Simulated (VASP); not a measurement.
Write the native input for VASP 6.6.1 that does the following.

| Property | Result |
| --- | --- |
| Task | relaxation of cell and atoms |
| Functional | RPBE |
| Potentials or basis | VASP PAW PBE potentials, release 64 (Fe) |
| Cutoff | 600 eV |
| k mesh | 20 × 20 × 20 |
| Occupations | gaussian, width 0.1 eV |
| Spin | collinear spin, ferromagnetic start |
| Starting moments | [3.0] μB |
| Further INCAR settings | ALGO = Normal; EDIFF = 1e-07; IBRION = 2; EDIFFG = -0.005; NSW = 90; ISIF = 3 |

The structure of Fe lies in POSCAR:

```
Fe
1.0
   -1.4295500000      1.4295500000      1.4295500000
    1.4295500000     -1.4295500000      1.4295500000
    1.4295500000      1.4295500000     -1.4295500000
Fe
1
Direct
    0.0000000000      0.0000000000      0.0000000000
```

These files were run (other wordings do the same):

INCAR

```
SYSTEM = Fe
ALGO     = Normal         ! electronic algorithm
EDIFF    = 1E-7           ! SCF threshold, eV
EDIFFG   = -0.005         ! ionic threshold
ENCUT    = 600            ! plane-wave cutoff, eV
GGA      = RP             ! functional
IBRION   = 2              ! ionic algorithm
ISIF     = 3              ! what is computed and relaxed
ISMEAR   = 0              ! smearing method
ISPIN    = 2              ! spin polarisation
LASPH    = .True.         ! aspherical terms in the spheres
LCHARG   = .False.        ! write CHGCAR
LMAXMIX  = 4              ! l up to which the mixer works
LORBIT   = 11             ! projections on sites
LREAL    = .False.        ! projectors in reciprocal space
LWAVE    = .False.        ! write WAVECAR
MAGMOM   = 3              ! initial moments
NELM     = 100            ! most SCF steps
NSW      = 90             ! ionic steps
PREC     = Accurate       ! precision mode
SIGMA    = 0.1            ! smearing width, eV
```

KPOINTS

```
k-points
0
Gamma
  20 20 20
  0 0 0
```

Potentials or basis: VASP PAW PBE potentials, release 64 (Fe).

Command:

```bash
$ cat potpaw_PBE.64/Fe/POTCAR > POTCAR
$ mpirun -np 1 vasp_std > vasp.out
```

It gave:

```json
{
 "Relaxed volume": "11.73 Å³/atom",
 "Relaxed cell": "a = 2.479 Å, b = 2.479 Å, c = 2.479 Å, α = 109.47°, β = 109.47°, γ = 109.47°",
 "Space group after relaxing (to 0.05 Å)": "Im-3m (No. 229)",
 "Energy gained by relaxing": "0.1 meV/atom",
 "Ionic steps": "3",
 "Pressure after relaxing": "0.0 GPa",
 "Band gap on the k mesh": "none (metal or under the smearing width)",
 "Net moment": "2.27 μB per cell",
 "Site moments": "Fe +2.27 μB",
 "Valence electrons inside the program's atomic spheres": "Fe 7.20"
}
```

Caveat: the PAW data sets were made with another functional, which shifts forces and pressure a little.

Wall time 89 s on 1 thread of Intel(R) Xeon(R) Platinum 8488C (Sapphire Rapids), on a shared host, peak memory 0.18 GiB.
